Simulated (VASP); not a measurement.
```xyz
4
Lattice="3.0954 0.0000 0.0000 -1.5477 2.6807 0.0000 0.0000 0.0000 4.8321" Properties=species:S:1:pos:R:3 pbc="T T T"
Li     0.0000     1.7871     4.7998
Li     1.5477     0.8936     2.3838
F      0.0000     1.7871     1.8443
F      1.5477     0.8936     4.2604
```

All values below come from PBEsol GGA, VASP's PBE PAW potentials (set 64) (plane waves; VASP). Settings: 520 eV cut-off, Gaussian smearing of 0.050 eV, potentials Li_sv F.

Give the energies of bands 5 to 12 at the high-symmetry points, in eV from the valence-band maximum.

```csv
band,Γ,M,K,A,L,H
5,-2.18,-2.03,-2.06,-1.15,-1.79,-1.57
6,-0.48,-1.25,-1.17,-1.15,-1.79,-1.57
7,-0.48,-1.05,-1.17,-0.32,-0.71,-1.34
8,-0.16,-1.01,-1.01,-0.32,-0.71,-1.34
9,-0.16,-0.55,-0.63,-0.32,-0.56,-0.37
10,0.00,-0.39,-0.63,-0.32,-0.56,-0.37
11,7.58,11.00,11.81,9.28,10.97,12.29
12,11.87,12.01,13.13,9.28,10.97,12.29
```

The gap is direct, 7.58 eV, from the valence maximum at Γ to the conduction minimum at Γ.

The structure was generated: LiF was put into the wurtzite type (P6_3mc), which need not be its known phase. It was relaxed first.
